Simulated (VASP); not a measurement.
# CuNi2As2O8 (P-1) in VASP: single point with PBEsol

Aim: the single point of CuNi2As2O8 with PBEsol.

Everything below comes from runs of VASP 6.6.1. Logs are shortened: lines on timing, memory, paths and dates and some standing lists are left out, and cuts for length are marked.

## Step 1: The structure

The typed cell holds 13 atoms: a = 4.893 Å, b = 5.477 Å, c = 6.684 Å, α = 72.72°, β = 86.58°, γ = 69.06°.

The cell was built by a generator and needn't be a form met in nature.

## Step 2: Single point, PBEsol

File INCAR:

```
PREC = Accurate
ENCUT = 520
EDIFF = 1E-7
ISMEAR = -1
SIGMA = 0.1
LREAL = F
LASPH = T
NELM = 100
ALGO = Fast
ISIF = 2
LWAVE = F
LCHARG = F
GGA = PS
NBANDS = 56
```

File KPOINTS:

```
Automatic mesh
0
Gamma
  4 4 3
  0 0.5 0.5
```

File POSCAR:

```
CuNi2As2O8
1.0
    4.8932472800      0.0000000000      0.0000000000
    1.9569945800      5.1152129200      0.0000000000
    0.3988707800      1.9737340700      6.3737754800
Cu Ni As O
1 2 2 8
Direct
    0.5000000000      0.0000000000      0.5000000000
    0.2118400000      0.7381700000      0.1917100000
    0.7881600000      0.2618300000      0.8082900000
    0.8665000000      0.3392000000      0.2814600000
    0.1335000000      0.6608000000      0.7185400000
    0.1796000000      0.3337000000      0.3316000000
    0.8204000000      0.6663000000      0.6684000000
    0.7335000000      0.2257000000      0.4930000000
    0.2665000000      0.7743000000      0.5070000000
    0.8902000000      0.1502000000      0.1410000000
    0.1098000000      0.8498000000      0.8590000000
    0.6756000000      0.6372000000      0.1722000000
    0.3244000000      0.3628000000      0.8278000000
```

Potentials or basis: VASP PAW PBE potentials, release 64 (Cu, Ni, As, O).

Run with:

```
$ cat potpaw_PBE.64/Cu/POTCAR potpaw_PBE.64/Ni/POTCAR potpaw_PBE.64/As/POTCAR potpaw_PBE.64/O/POTCAR > POTCAR
$ mpirun -np 1 vasp_std > vasp.out
```

OUTCAR:

```text
PREC = Accurate
   ENCUT = 520
   EDIFF = 1E-7
   ISMEAR = -1
   LREAL = F
   LASPH = T
   NELM = 100
   ISIF = 2
   GGA = PS

 ion  position               nearest neighbor table
   1  0.500  0.000  0.500-   8 1.95   9 1.95   6 2.00   7 2.00
   2  0.212  0.738  0.192-  12 2.14  11 2.16  10 2.18   6 2.19   9 2.21
   3  0.788  0.262  0.808-  13 2.14  10 2.16  11 2.18   7 2.19   8 2.21
   4  0.867  0.339  0.281-  12 1.53  10 1.56   8 1.57   6 1.58
   5  0.133  0.661  0.719-  13 1.53  11 1.56   9 1.57   7 1.58
   6  0.180  0.334  0.332-   4 1.58   1 2.00   2 2.19
   7  0.820  0.666  0.668-   5 1.58   1 2.00   3 2.19
   8  0.733  0.226  0.493-   4 1.57   1 1.95   3 2.21
   9  0.267  0.774  0.507-   5 1.57   1 1.95   2 2.21
  10  0.890  0.150  0.141-   4 1.56   3 2.16   2 2.18
  11  0.110  0.850  0.859-   5 1.56   2 2.16   3 2.18
  12  0.676  0.637  0.172-   4 1.53   2 2.14
  13  0.324  0.363  0.828-   5 1.53   3 2.14

  LATTYP: Found a triclinic cell.
 ALAT       =     5.4767902099
 B/A-ratio  =     2.8187052458
 C/A-ratio  =     1.0769171120
 COS(alpha) =     0.0066823750
 COS(beta)  =     0.6321259966
 COS(gamma) =     0.7099423775

  Lattice vectors:

 A1 = (  -1.9569945800,  -5.1152129200,   0.0000000000)
 A2 = ( -12.1423599200,  -7.0889469900,  -6.3737754800)
 A3 = (   2.9362527000,  -5.1152129200,   0.0000000000)

Analysis of symmetry for initial positions (statically):
=====================================================================
 Subroutine PRICEL returns:
 Original cell was already a primitive cell.

 Routine SETGRP: Setting up the symmetry group for a
 triclinic supercell.

 Subroutine GETGRP returns: Found  2 space group operations
 (whereof  2 operations were pure point group operations)
 out of a pool of  2 trial point group operations.

The static configuration has the point symmetry S_2 .

Analysis of symmetry for dynamics (positions and initial velocities):
=====================================================================
 Subroutine PRICEL returns:
 Original cell was already a primitive cell.

 Routine SETGRP: Setting up the symmetry group for a
 triclinic supercell.

 Subroutine GETGRP returns: Found  2 space group operations
 (whereof  2 operations were pure point group operations)
 out of a pool of  2 trial point group operations.

The dynamic configuration has the point symmetry S_2 .

 Subroutine INISYM returns: Found  2 space group operations
 (whereof  2 operations are pure point group operations),
 and found     1 'primitive' translations

----------------------------------------------------------------------------------------

                                     Primitive cell

  volume of cell :     159.5356

  direct lattice vectors                    reciprocal lattice vectors
     4.893247280  0.000000000  0.000000000     0.204363267 -0.078185955  0.011422390
     1.956994580  5.115212920  0.000000000     0.000000000  0.195495284 -0.060538013
     0.398870780  1.973734070  6.373775480     0.000000000  0.000000000  0.156892881

  length of vectors
     4.893247280  5.476790210  6.684290385     0.219106959  0.204653993  0.156892881

  position of ions in fractional coordinates (direct lattice)
     0.500000000  0.000000000  0.500000000
     0.211840000  0.738170000  0.191710000
     0.788160000  0.261830000  0.808290000
     0.866500000  0.339200000  0.281460000
     0.133500000  0.660800000  0.718540000
     0.179600000  0.333700000  0.331600000
     0.820400000  0.666300000  0.668400000
     0.733500000  0.225700000  0.493000000
     0.266500000  0.774300000  0.507000000
     0.890200000  0.150200000  0.141000000
     0.109800000  0.849800000  0.859000000
     0.675600000  0.637200000  0.172200000
     0.324400000  0.362800000  0.827800000

  ion indices of the primitive-cell ions
   primitive index   ion index
                 1           1
                 2           2
                 3           3
                 4           4
                 5           5
                 6           6
                 7           7
                 8           8
                 9           9
                10          10
                11          11
                12          12
                13          13

----------------------------------------------------------------------------------------

 KPOINTS: Automatic mesh

Automatic generation of k-mesh.
 Grid dimensions read from file:
 generate k-points for:    4    4    3

 Generating k-lattice:

  Cartesian coordinates                     Fractional coordinates (reciprocal lattice)
     0.051090817 -0.019546489  0.002855597     0.250000000  0.000000000  0.000000000
     0.000000000  0.048873821 -0.015134503     0.000000000  0.250000000  0.000000000
     0.000000000  0.000000000  0.052297627     0.000000000  0.000000000  0.333333333

  Length of vectors
     0.054776740  0.051163498  0.052297627

  Shift w.r.t. Gamma in fractional coordinates (k-lattice)
     0.000000000  0.500000000  0.500000000

 Subroutine IBZKPT returns following result:
 ===========================================

 Found     24 irreducible k-points:

 Following reciprocal coordinates:
            Coordinates               Weight
  0.000000  0.125000  0.166667      2.000000
  0.250000  0.125000  0.166667      2.000000
  0.500000  0.125000  0.166667      2.000000
 -0.250000  0.125000  0.166667      2.000000
  0.000000  0.375000  0.166667      2.000000
  0.250000  0.375000  0.166667      2.000000
[... 16 lines left out ...]
  0.500000  0.375000  0.500000      2.000000
 -0.250000  0.375000  0.500000      2.000000
   k-points           NKPTS =     24   k-points in BZ     NKDIM =     24   number of bands    NBANDS=     56
   number of dos      NEDOS =    301   number of ions     NIONS =     13
   total plane-waves  NPLWV =  75600
   dimension x,y,z NGX =    36 NGY =   42 NGZ =   50
   dimension x,y,z NGXF=    72 NGYF=   84 NGZF=  100
   ions per type =               1   2   2   8
   NGX,Y,Z   is equivalent  to a cutoff of  12.23, 12.75, 12.44 a.u.
   NGXF,Y,Z  is equivalent  to a cutoff of  24.46, 25.50, 24.87 a.u.
 SYSTEM =  unknown system
   PREC   = accura    normal or accurate (medium, high low for compatibility)
   ISTART =      0    job   : 0-new  1-cont  2-samecut
   ICHARG =      2    charge: 1-file 2-atom 10-const
   ISPIN  =      1    spin polarized calculation?
   LNONCOLLINEAR =      F non collinear calculations
   LSORBIT =      F    spin-orbit coupling
   LASPH  =      T    aspherical Exc in radial PAW
   ENCUT  =  520.0 eV  38.22 Ry    6.18 a.u.   9.10 10.18 12.43*2*pi/ulx,y,z
   NELM   =    100;   NELMIN=  2; NELMDL= -5     # of ELM steps
   EDIFF  = 0.1E-06   stopping-criterion for ELM
   LREAL  =      F    real-space projection
   EDIFFG = 0.1E-05   stopping-criterion for IOM
   NSW    =      0    number of steps for IOM
   IBRION =     -1    ionic relax: 0-MD 1-quasi-New 2-CG
   NFREE  =      0    steps in history (QN), initial steepest desc. (CG)
   ISIF   =      2    stress and relaxation
   ISYM   =      2    0-nonsym 1-usesym 2-fastsym
   POTIM  = 0.5000    time-step for ionic-motion
   TEBEG  =    0.0;   TEEND  =   0.0 temperature during run
   PSTRESS=    0.0 pullay stress
   NELECT =      89.0000    total number of electrons
   NUPDOWN=      -1.0000    fix difference up-down
   EMIN   =  10.00;   EMAX   =-10.00  energy-range for DOS
   EFERMI =   0.00;   METHOD = LEGACY
   ISMEAR =    -1;   SIGMA  =   0.10  broadening in eV -4-tet -1-fermi 0-gaus
   EFERMI_NEDOS =   21; number of points for ismear=-14 and -15
   IALGO  =     68    algorithm
   IMIX   =      4    mixing-type and parameters
     AMIX     =   0.40;   BMIX     =  1.00
     AMIX_MAG =   1.60;   BMIX_MAG =  1.00
  volume/ion in A,a.u.               =      12.27        82.82
  Fermi-wavevector in a.u.,A,eV,Ry     =   1.347676  2.546739 24.711332  1.816232
  Thomas-Fermi vector in A             =   2.475408
   LORBIT       =      0    0 simple, 1 ext, 2 COOP (PROOUT), +10 PAW based schemes
   GGA     = PS    functional components
   LHFCALC =     F    Hartree Fock is set to
   AEXX    =    0.0000 exact exchange contribution
   IVDW    =     0    specifies the selected vdW correction
   LEPSILON=     F    determine dielectric tensor
   LRPA    =     F    only Hartree local field effects (RPA)
 non-spin polarized calculation
 RMM-DIIS sequential band-by-band and
  energy-cutoff  :      520.00
  volume of cell :      159.54
 maximum number of plane-waves:      4307
   NGX = 19   NGY = 21   NGZ = 25

 number of electron      89.0000004 magnetization

 Free energy of the ion-electron system (eV)
  ---------------------------------------------------
  ext. energy  EPLUGINS =         0.00000000
  ---------------------------------------------------
  free energy    TOTEN  =       -73.23856146 eV

  energy without entropy =      -72.75909590  energy(sigma->0) =      -72.99882868

 E-fermi :   2.8487     XC(G=0): -10.3885

 val. band max:        2.8450248215   @ k =  -0.2500  -0.3750   0.1667
 cond. band min:       2.8525423400   @ k =   0.2500  -0.1250   0.1667
 fundamental gap:      0.0075175185
 Fermi energy:         2.8486735120

 k-point     1 :       0.0000    0.1250    0.1667
  band No.  band energies     occupation
      1     -19.3791      2.00000
      2     -19.0336      2.00000
      3     -16.1771      2.00000
      4     -16.1399      2.00000
      5     -16.0673      2.00000
      6     -15.9967      2.00000
[... 1405 lines left out ...]
     55      11.8715      0.00000
     56      12.1675      0.00000

------------------------ aborting loop because EDIFF is reached ----------------------------------------

  FORCE on cell =-STRESS in cart. coord.  units (eV):
  Direction    XX          YY          ZZ          XY          YZ          ZX
  --------------------------------------------------------------------------------------
  -------------------------------------------------------------------------------------
  Total       24.8287239     30.1426715     24.0341930      1.3080336     -1.9053189     -1.5164085
  in kB      249.3488334    302.7155167    241.3695526     13.1362634    -19.1346543    -15.2289220
  external PRESSURE =     264.4779676 kB  Pullay stress =       0.0000000 kB

 VOLUME and BASIS-vectors are now :
 -----------------------------------------------------------------------------
  energy-cutoff  :      520.00
  volume of cell :      159.54
      direct lattice vectors                 reciprocal lattice vectors
     4.893247280  0.000000000  0.000000000     0.204363267 -0.078185955  0.011422390
     1.956994580  5.115212920  0.000000000     0.000000000  0.195495284 -0.060538013
     0.398870780  1.973734070  6.373775480     0.000000000  0.000000000  0.156892881

 POSITION                                       TOTAL-FORCE (eV/Angst)
 -----------------------------------------------------------------------------------
      2.64606      0.98687      3.18689         0.000000      0.000000      0.000000
      2.55765      4.15428      1.22192         0.218756      0.426008     -0.024503
      4.69146      2.93467      5.15186        -0.218756     -0.426008      0.024503
      5.01608      2.29061      1.79396         0.595799     -0.810211      0.377430
      2.23304      4.79834      4.57981        -0.595799      0.810211     -0.377430
      1.66414      2.36144      2.11354         8.476483      0.826801      1.562793
      5.58497      4.72751      4.26023        -8.476483     -0.826801     -1.562793
      4.22753      2.12755      3.14227        -4.313535     -1.045000      8.177211
      3.02158      4.96139      3.23150         4.313535      1.045000     -8.177211
      4.70615      1.04660      0.89870        -1.651819     -7.742875     -5.860980
      2.54296      6.04235      5.47507         1.651819      7.742875      5.860980
      4.62156      3.59929      1.09756        -3.451571      8.538325     -4.397450
      2.62755      3.48966      5.27621         3.451571     -8.538325      4.397450
 -----------------------------------------------------------------------------------
    total drift:                                0.000000      0.000000      0.000000

  FREE ENERGIE OF THE ION-ELECTRON SYSTEM (eV)
  ---------------------------------------------------
  free  energy   TOTEN  =       -73.2385614609 eV

  energy  without entropy=      -72.7590958962  energy(sigma->0) =      -72.99882868
```

Run time: 4.4 min. Hardware: 1 thread of Intel Xeon Platinum 8375C at 2.90GHz (Ice Lake), shared host; peak memory 0.37 GiB.

What came out:

```yaml
Free_energy: -73.2386 eV
Pressure: 26.4 GPa
Largest_force: 10.206 eV/Å
Band_gap_on_the_k_mesh: none (metal or under the smearing width)
```

Forces on the atoms (eV/Å):
```
Cu   0.000  0.000  0.000
Ni   0.219  0.426 -0.025
Ni  -0.219 -0.426  0.025
As   0.596 -0.810  0.377
As  -0.596  0.810 -0.377
O    8.476  0.827  1.563
O   -8.476 -0.827 -1.563
O   -4.314 -1.045  8.177
O    4.314  1.045 -8.177
O   -1.652 -7.743 -5.861
O    1.652  7.743  5.861
O   -3.452  8.538 -4.397
O    3.452 -8.538  4.397
```

Caveat: so large a pressure means that the cell lies far from this level's equilibrium, or that cutoff or potentials fall short; the potentials were made for another functional, which shifts forces and pressure; an odd number of electrons without spin polarisation forces a metal; a magnetic or distorted state may lie lower; the run has no spin polarisation, though such a crystal can be magnetic; semilocal functionals often make such compounds metallic where correlation or magnetic order opens a gap, which also shifts bond lengths.
